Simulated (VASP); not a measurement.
Computed with r2SCAN+rVV10, VASP's PBE PAW potentials (set 64) (plane waves; VASP).

VASP ran on this input.

### KPOINTS
```
K-points
0
Gamma
 7 7 7
```

INCAR:
```
SYSTEM = CsCl
ENCUT = 520   # plane-wave cut-off (eV)
NEDOS = 601
LWAVE = .FALSE.
PREC = Accurate
NELM = 100
ISIF = 2
LREAL = .FALSE.   # projection in real space or not
LMAXMIX = 4   # l cut-off of mixed one-centre charges
LASPH = .TRUE.   # aspherical one-centre terms
LMIXTAU = .TRUE.
CPARAM = 0.0093
LCHARG = .FALSE.
METAGGA = R2SCAN
LUSE_VDW = .TRUE.
BPARAM = 11.95
ALGO = Normal   # blocked Davidson
EDIFF = 1E-7
LORBIT = 11   # lm-projected
ISMEAR = -5
```

### POSCAR
```
CsCl
1
    4.0889733142     0.0000000000     0.0000000000
    0.0000000000     4.0889733142     0.0000000000
    0.0000000000     0.0000000000     4.0889733142
Cs Cl
1 1
Direct
  0.0000000000   0.0000000000   0.0000000000
  0.5000000000   0.5000000000   0.5000000000
```

**KPOINTS_OPT**
```
k-points along high-symmetry lines
10
Line-mode
Reciprocal
  0.000000   0.000000   0.000000 ! GAMMA
  0.000000   0.500000   0.000000 ! X

  0.000000   0.500000   0.000000 ! X
  0.500000   0.500000   0.000000 ! M

  0.500000   0.500000   0.000000 ! M
  0.000000   0.000000   0.000000 ! GAMMA

  0.000000   0.000000   0.000000 ! GAMMA
  0.500000   0.500000   0.500000 ! R

  0.500000   0.500000   0.500000 ! R
  0.000000   0.500000   0.000000 ! X

  0.500000   0.500000   0.500000 ! R
  0.500000   0.500000   0.000000 ! M
```

POTCAR, in this order: Cs_sv Cl (PBE.64 set). Program: vasp_std.

Unless said otherwise, spin-orbit coupling is left out, though it shifts the bands of the heavy elements here.

**Question.** Predict the energy per atom (σ→0), band gap (over mesh and band path).

**Answer.** 
```yaml
energy per atom (σ→0): -17.480 eV/atom
band gap (over mesh and band path): 5.81 eV
```

File OSZICAR:
```
...
DAV:  18    -0.349592214564E+02    0.83845E-06   -0.57706E-07   608   0.756E-03    0.187E-03
DAV:  19    -0.349592220866E+02   -0.63020E-06   -0.39028E-07   532   0.788E-03    0.546E-04
DAV:  20    -0.349592221943E+02   -0.10778E-06   -0.88431E-08   384   0.355E-03    0.272E-04
DAV:  21    -0.349592222059E+02   -0.11522E-07   -0.13583E-08   320   0.102E-03
   1 F= -.34959222E+02 E0= -.34959222E+02  d E =0.000000E+00
       N       E                     dE             ncg
       N       E                     dE             ncg
       N       E                     dE             ncg
```

The compound is CsCl in the CsCl type structure. It was relaxed first.
